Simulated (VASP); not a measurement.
Input:

```yaml
crystal:
  lattice:
    - [2.11995, 1.22395, 9.26878]
    - [-2.11995, 1.22395, 9.26878]
    - [0.00000, -2.44790, 9.26878]
  atoms:
    - { symbol: In, position: [0.59906, 0.59906, 0.59906] }
    - { symbol: In, position: [0.40094, 0.40094, 0.40094] }
    - { symbol: Te, position: [0.21154, 0.21154, 0.21154] }
    - { symbol: Te, position: [0.78846, 0.78846, 0.78846] }
    - { symbol: Te, position: [0.00000, 0.00000, 0.00000] }
```

Method: LDA (Ceperley-Alder, Perdew-Zunger), VASP's LDA PAW potentials (set 64) (plane waves; VASP 6.6.1). Settings: 400 eV cut-off, 9×9×9 Γ-centred mesh, tetrahedra with Blöchl corrections, potentials In_d Te.

The cores are frozen, which limits the accuracy of field gradients.

Problem. Give the principal components of the electric field gradient (V/Å²) and the asymmetry η at each nucleus.

Solution. 
| atom | Vxx | Vyy | Vzz | η |
|---|---|---|---|---|
| In1 | -18.6 | -18.6 | 37.2 | 0.00 |
| In2 | -18.6 | -18.6 | 37.2 | 0.00 |
| Te3 | -29.2 | -29.2 | 58.5 | 0.00 |
| Te4 | -29.2 | -29.2 | 58.5 | 0.00 |
| Te5 | 21.8 | 21.8 | -43.6 | 0.00 |

The structure comes from a computed database's In2Te3 entry (R-3m); how it stands against other phases isn't given here. It was relaxed first, which changed the volume by -10 %.
